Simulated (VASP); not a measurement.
OSZICAR of a VASP run on AlGa₃As₄ (ordered alloy cell):

### OSZICAR
```
       N       E                     dE             d eps       ncg     rms          rms(c)
DAV:   1     0.442960429833E+03    0.44296E+03   -0.24447E+04  5233   0.183E+03
DAV:   2     0.256477936692E+02   -0.41731E+03   -0.40554E+03  5745   0.463E+02
DAV:   3    -0.349698245206E+02   -0.60618E+02   -0.58670E+02  6012   0.142E+02
DAV:   4    -0.380847733551E+02   -0.31149E+01   -0.30871E+01  6282   0.333E+01
DAV:   5    -0.381735388205E+02   -0.88765E-01   -0.88526E-01  6416   0.528E+00    0.607E+00
DAV:   6    -0.374524005088E+02    0.72114E+00   -0.12802E+00  7364   0.139E+01    0.343E+00
DAV:   7    -0.373177048653E+02    0.13470E+00   -0.68368E-01  6163   0.402E+00    0.109E+00
DAV:   8    -0.373127537103E+02    0.49512E-02   -0.10386E-01  6262   0.363E+00    0.275E-01
DAV:   9    -0.373128167967E+02   -0.63086E-04   -0.96258E-03  7212   0.141E+00    0.877E-02
DAV:  10    -0.373129954811E+02   -0.17868E-03   -0.13290E-03  6733   0.472E-01    0.436E-02
DAV:  11    -0.373131145958E+02   -0.11911E-03   -0.22523E-04  6545   0.218E-01    0.136E-02
DAV:  12    -0.373131200355E+02   -0.54397E-05   -0.36948E-05  6351   0.930E-02    0.813E-03
DAV:  13    -0.373131210965E+02   -0.10611E-05   -0.83544E-06  6148   0.278E-02    0.215E-03
DAV:  14    -0.373131211947E+02   -0.98200E-07   -0.14337E-06  6398   0.344E-02    0.998E-04
DAV:  15    -0.373131213345E+02   -0.13972E-06   -0.37848E-07  4886   0.416E-03    0.463E-04
DAV:  16    -0.373131213639E+02   -0.29486E-07   -0.49041E-08  3273   0.257E-03
   1 F= -.37313121E+02 E0= -.37313121E+02  d E =0.000000E+00
```

Task: Which electronic solver shows in the log?

Result: It is blocked Davidson (ALGO = Normal, or the opening steps of other solvers). The INCAR had ALGO = Normal.

Task: Can the final energy be trusted as converged?

Result: Self-consistency was reached. It stopped with EDIFF = 1E-7, NELM = 100 (PBEsol GGA, plane waves, VASP's PBE PAW potentials (set 64)).

The structure was generated: AlGa3As4 was put into an ordered model structure (Amm2), which need not be its known phase. It was relaxed first.
